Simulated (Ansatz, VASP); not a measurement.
# Zr2S2N (Zr2NS2 MXene monolayer) in two plane-wave programs, part 2 of 2

One calculation is typed for both programs; each brings its own data sets. How far apart do they land? The structure shown is the start of the Ansatz relaxation below; VASP solves that cell, so the two are compared at the walk's first step.

VASP 6.6.1 and Ansatz 0.2.0.

So far: The starting structure; Ansatz: relaxation, PBE with D3(BJ).

### Step 3. VASP: single point, PBE with D3(BJ), start cell

Level of this step: PBE with D3(BJ); plane waves and PAW (S, Zr_sv, N) (VASP).

The same cell, functional, mesh and smearing now go to VASP, with its own data sets.

Lines of VASP's logs that name or quote its potential files are left out, and so is its time.

Contents of INCAR:

```
SYSTEM = Zr2S2N
PREC = Accurate
ENCUT = 520
EDIFF = 1E-06
NELM = 120
ISMEAR = -1
SIGMA = 0.05
LREAL = .FALSE.
ALGO = Normal
GGA = PE
IVDW = 12
NBANDS = 26
LASPH = .TRUE.
LORBIT = 11
LWAVE = .FALSE.
LCHARG = .FALSE.
ISIF = 2
LDIPOL = .TRUE.
IDIPOL = 3
DIPOL = 0.5 0.5 0.5
LVHAR = .TRUE.
GGA_COMPAT = .FALSE.
NELMDL = -8
KPAR = 2
```

Contents of POSCAR:

```
Zr2S2N
1.0
    3.2175000000      0.0000000000      0.0000000000
   -1.6087500000      2.7864370000      0.0000000000
    0.0000000000      0.0000000000     43.4484490000
S Zr N
2 2 1
Direct
    0.3333333333      0.6666666667      0.4280935322
    0.6666666667      0.3333333333      0.5719064678
    0.6666666667      0.3333333333      0.4707805450
    0.3333333333      0.6666666667      0.5292194550
    0.0000000000      0.0000000000      0.5000000000
```

Contents of KPOINTS:

```
Automatic mesh
0
Gamma
12 12 1
0 0 0
```

PAW data sets: S, Zr_sv and N (PBE family, release 64).

Launch:

```console
mpirun -np 2 vasp_std
```

Numbers of over 12 decimals in the logs are rounded to 6 here.

The log of the run:

```text
[banner, memory and clock lines left out]
running    2 mpi-ranks, on    1 nodes
 distrk:  each k-point on    1 cores,    2 groups
 distr:  one band on    1 cores,    1 groups

 POSCAR found type information on POSCAR S ZrN
 POSCAR found :  3 types and       5 ions
 LDA part: xc-table for (Slater+PW92), standard interpolation
 POSCAR, INCAR and KPOINTS ok, starting setup
 FFT: planning ... GRIDC
 FFT: planning ... GRID_SOFT
 FFT: planning ... GRID
 WAVECAR not read
 entering main loop
       N       E                     dE             d eps       ncg     rms          rms(c)
DAV:   1     0.394600672033E+03    0.39460E+03   -0.18016E+04  1260   0.120E+03
DAV:   2     0.579013892583E+01   -0.38881E+03   -0.38120E+03  1380   0.312E+02
DAV:   3    -0.418498919354E+02   -0.47640E+02   -0.47189E+02  1466   0.102E+02
DAV:   4    -0.449786783504E+02   -0.31288E+01   -0.31156E+01  1526   0.241E+01
DAV:   5    -0.450862427647E+02   -0.10756E+00   -0.10742E+00  1440   0.423E+00
DAV:   6    -0.450893324098E+02   -0.30896E-02   -0.30892E-02  1488   0.712E-01
DAV:   7    -0.450893899700E+02   -0.57560E-04   -0.57557E-04  1448   0.106E-01
DAV:   8    -0.450893919859E+02   -0.20159E-05   -0.20153E-05  1520   0.192E-02    0.292E+01
DAV:   9    -0.405844148557E+02    0.45050E+01   -0.27737E+01  1208   0.261E+01    0.137E+01
DAV:  10    -0.404991270229E+02    0.85288E-01   -0.56320E+00  1480   0.976E+00    0.592E+00
DAV:  11    -0.404258975598E+02    0.73229E-01   -0.27982E+00  1284   0.610E+00    0.247E+00
DAV:  12    -0.403360620729E+02    0.89835E-01   -0.52039E-01  1262   0.297E+00    0.727E-01
DAV:  13    -0.403356882708E+02    0.37380E-03   -0.27635E-02  1278   0.110E+00    0.536E-01
DAV:  14    -0.403350241394E+02    0.66413E-03   -0.43397E-03  1444   0.403E-01    0.128E-01
[...]
DAV:  21    -0.403347791284E+02   -0.44467E-04   -0.43772E-06  1032   0.858E-03    0.492E-03
DAV:  22    -0.403348119435E+02   -0.32815E-04   -0.75885E-07   822   0.439E-03    0.134E-03
DAV:  23    -0.403348317112E+02   -0.19768E-04   -0.85044E-07   906   0.275E-03    0.653E-04
DAV:  24    -0.403348405700E+02   -0.88588E-05   -0.16929E-07   750   0.117E-03    0.936E-04
DAV:  25    -0.403348480475E+02   -0.74775E-05   -0.27729E-07   788   0.130E-03    0.548E-04
DAV:  26    -0.403348494274E+02   -0.13799E-05   -0.16244E-08   576   0.494E-04    0.276E-04
DAV:  27    -0.403348514255E+02   -0.19981E-05   -0.52048E-08   704   0.508E-04    0.333E-04
DAV:  28    -0.403348518526E+02   -0.42703E-06   -0.64497E-09   566   0.300E-04
   1 F= -.42047963E+02 E0= -.42036385E+02  d E =-.231561E-01
```

Parts of OUTCAR (step 3):

```text
ion  position               nearest neighbor table
   1  0.333  0.667  0.428-   3 2.62   3 2.62   3 2.62
   2  0.667  0.333  0.572-   4 2.62   4 2.62   4 2.62
   3  0.667  0.333  0.471-   5 2.25   5 2.25   5 2.25   1 2.62   1 2.62   1 2.62   4 3.15   4 3.15
                             4 3.15
   4  0.333  0.667  0.529-   5 2.25   5 2.25   5 2.25   2 2.62   2 2.62   2 2.62   3 3.15   3 3.15
                             3 3.15
   5  0.000  0.000  0.500-   3 2.25   4 2.25   3 2.25   4 2.25   3 2.25   4 2.25

  LATTYP: Found a hexagonal cell.
 ALAT       =     3.2175000000
 C/A-ratio  =    13.5037914530

 Subroutine GETGRP returns: Found 12 space group operations
 (whereof 12 operations were pure point group operations)

The static configuration has the point symmetry D_3d.

 Found     19 irreducible k-points:

   k-points           NKPTS =     19   k-points in BZ     NKDIM =     19   number of bands    NBANDS=     26

   dimension x,y,z NGX =    24 NGY =   24 NGZ =  324
   dimension x,y,z NGXF=    48 NGYF=   48 NGZF=  648

   ENCUT  =  520.0 eV  38.22 Ry    6.18 a.u.   5.98  5.98 80.79*2*pi/ulx,y,z

   NELECT =      41.0000    total number of electrons

 k-points in reciprocal lattice and weights: Automatic mesh
   0.00000000  0.00000000  0.00000000       0.007
   0.08333333  0.00000000  0.00000000       0.042
   0.16666667  0.00000000  0.00000000       0.042
   0.25000000  0.00000000  0.00000000       0.042
   0.33333333  0.00000000  0.00000000       0.042
   0.41666667 -0.00000000  0.00000000       0.042
   0.50000000  0.00000000  0.00000000       0.021
   0.08333333  0.08333333  0.00000000       0.042
   0.16666667  0.08333333  0.00000000       0.083
[...]
0.33333333  0.25000000  0.00000000       0.083
   0.33333333  0.33333333  0.00000000       0.014

 dipolmoment           0.000000      0.000000      0.000000 electrons x Angstroem

 average (electrostatic) potential at core
       1 -93.8827       2 -93.8827       3 -86.6331       4 -86.6331       5 -72.5489

 E-fermi :  -3.1608

 k-point     1 :       0.0000    0.0000    0.0000
  band No.  band energies     occupation
    ...
     14      -7.8098      2.00000
     15      -6.4718      2.00000
     16      -5.3681      2.00000
     17      -3.3980      1.98272
     18      -3.3980      1.98272
     19      -2.7854      0.00110
     20      -2.4146      0.00000
     21      -2.4146      0.00000
     22      -2.0971      0.00000
     23      -2.0971      0.00000
    ...

 k-point     2 :       0.0833    0.0000    0.0000
  band No.  band energies     occupation
    ...
     15      -6.2488      2.00000
     16      -5.5180      2.00000
     17      -3.7359      1.99998
     18      -3.3672      1.96828
     19      -3.1987      1.36138
     20      -2.8230      0.00232
     21      -2.7261      0.00033
     22      -2.0145      0.00000
     23      -1.7482      0.00000
     24      -0.8608      0.00000
    ...

 k-point     3 :       0.1667    0.0000    0.0000
  band No.  band energies     occupation
    ...
     17      -4.4776      2.00000
     18      -4.1607      2.00000
     19      -3.4538      1.99431
     20      -3.1781      1.17124
     21      -3.1374      0.77025
     22      -1.9308      0.00000
     23      -1.3784      0.00000
     24      -0.7355      0.00000
     25      -0.4287      0.00000
     26       0.3753      0.00000

 Edisp (eV)   -1.71311

  Total       6.04832     6.04832    -5.32588    -0.00000    -0.00000     0.00000
  in kB      24.87729    24.87730   -21.90584    -0.00000    -0.00000     0.00000
  external pressure =        9.28 kB  Pullay stress =        0.00 kB

  energy-cutoff  :      520.00
  volume of cell :      389.53
      direct lattice vectors                 reciprocal lattice vectors
     3.217500000  0.000000000  0.000000000     0.310800311  0.179440626  0.000000000
    -1.608750000  2.786437000  0.000000000     0.000000000  0.358881252  0.000000000
     0.000000000  0.000000000 43.448449000     0.000000000  0.000000000  0.023015781

 POSITION                                       TOTAL-FORCE (eV/Angst)
 -----------------------------------------------------------------------------------
     -0.00000      1.85762     18.60000         0.000000      0.000000      1.745485
      1.60875      0.92881     24.84845        -0.000000      0.000000     -1.745485
      1.60875      0.92881     20.45468        -0.000000      0.000000     -2.216103
     -0.00000      1.85762     22.99376         0.000000     -0.000000      2.216103
      0.00000      0.00000     21.72422        -0.000000      0.000000      0.000000
 -----------------------------------------------------------------------------------
    total drift:                                0.000000     -0.000000      0.000000

  FREE ENERGIE OF THE ION-ELECTRON SYSTEM (eV)
  ---------------------------------------------------
  free  energy   TOTEN  =       -42.0479632018 eV

  energy  without entropy=      -42.0248071065  energy(sigma->0) =      -42.03638515

 vacuum level on the upper side and lower side of the slab         2.937         2.937

 total charge
# of ion       s       p       d       tot
------------------------------------------
    1        1.369   2.309   0.000   3.678
    2        1.369   2.309   0.000   3.678
    3        2.173   6.034   1.684   9.891
    4        2.173   6.034   1.684   9.891
    5        1.254   2.487   0.000   3.741
--------------------------------------------------
tot          8.339  19.173   3.367  30.879

[... 3 further parts left out ...]
```

This run has no spin polarisation. Its electron count is odd, so without a moment it is a metal by construction.

### Step 4. Differences

Known differences besides the potentials themselves: Ansatz cuts the interaction across the vacuum, VASP repeats the sheet with a dipole correction; the cutoff is 420 eV in Ansatz and 520 eV in VASP. Total energies have different zeros and are not compared.

Forces (eV/Å; atoms numbered as in POSCAR):

```
atom        Ansatz x, y, z          VASP x, y, z
  S1   0.000, 0.000, 1.741   0.000, 0.000, 1.745
  S2  0.000, 0.000, -1.741  0.000, 0.000, -1.745
 Zr3  0.000, 0.000, -2.188  0.000, 0.000, -2.216
 Zr4   0.000, 0.000, 2.188   0.000, 0.000, 2.216
  N5   0.000, 0.000, 0.000   0.000, 0.000, 0.000
```

The forces differ by 11 meV/Å r.m.s., which is 1.0 % of the r.m.s. force of 1.030 eV/Å (both taken over all components). With vacuum in the cell, a pressure given here is an average over mostly empty space and none of the material.

### Step 5. Results

* r.m.s. force difference (single point, PBE with D3(BJ), start cell): 1.0 % of the r.m.s. force

**Reading.** The r.m.s. force difference is 1.0 % of the r.m.s. force (single point, PBE with D3(BJ), start cell), within the 3 % picked in this series as the mark of a large difference. How closely two codes agree says nothing of how well the functional describes the real material.

[Lines on the potential files, build, host, timing and source positions are cut from VASP's logs without a mark.]

[Logs are printed without paths, hosts, clocks, repeated set-up lines and the standing remarks that a program may print on its own settings, such as how far it seeks lower states.]

[Hosts, paths, dates, database ids (printed as entryN), source tags and the programs' standing remarks are cut or masked in the printed files.]
